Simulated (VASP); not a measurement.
SiO2 (quartz): the mBJ gap over mesh and path against the volume, with shape and ions relaxed at each volume; LDA's own equilibrium is at 12.263 Å³/atom. VASP (PAW), 520 eV cut-off, 6×6×5 Γ-centred mesh, Gaussian smearing of 0.050 eV, potentials Si O. mBJ is a potential without an energy functional, so only the levels count. Fit the value as a straight line in ln V.

| V (Å³/atom) | mBJ gap over mesh and path (eV) |
|---|---|
| 10.792 | 8.749 |
| 11.16 | 8.696 |
| 11.528 | 8.655 |
| 11.895 | 8.617 |
| 12.263 | 8.591 |
| 12.631 | 8.564 |

Q: Fit the rows as the text says and predict the value at 12.999.

A: The slope against ln V is -1.16 eV, the volume deformation potential of this gap. The line misses the rows by up to 0.010 and gives 8.522 at 12.999. The run gave 8.545, +0.023 from the line.

Left out are failed runs and those whose mesh is unfit for this quantity.

The compound is SiO2 in the quartz structure.
